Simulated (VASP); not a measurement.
Given:

```
CELL_PARAMETERS angstrom
      0.00000     3.09193     3.09193
      3.09193     0.00000     3.09193
      3.09193     3.09193     0.00000
ATOMIC_POSITIONS crystal
  Cd 0.00000 0.00000 0.00000
  Se 0.25000 0.25000 0.25000
```

Computed with PBE GGA with D3 dispersion (Becke-Johnson damping), VASP's PBE PAW potentials (set 64) (plane waves; VASP 6.6.1). Run with 520 eV cut-off, 8×8×8 Γ-centred mesh, Gaussian smearing of 0.050 eV, potentials Cd Se.

Give the stress tensor in GPa (positive for a compressed cell).

```
-1.37   0.00   0.00
 0.00  -1.37   0.00
 0.00   0.00  -1.37
```
The pressure is its mean diagonal, -1.37 GPa.

The compound is CdSe in the zinc blende structure, whereas wurtzite is the usual form. This cell is one point of a volume scan, at 1.03 of the reference volume.
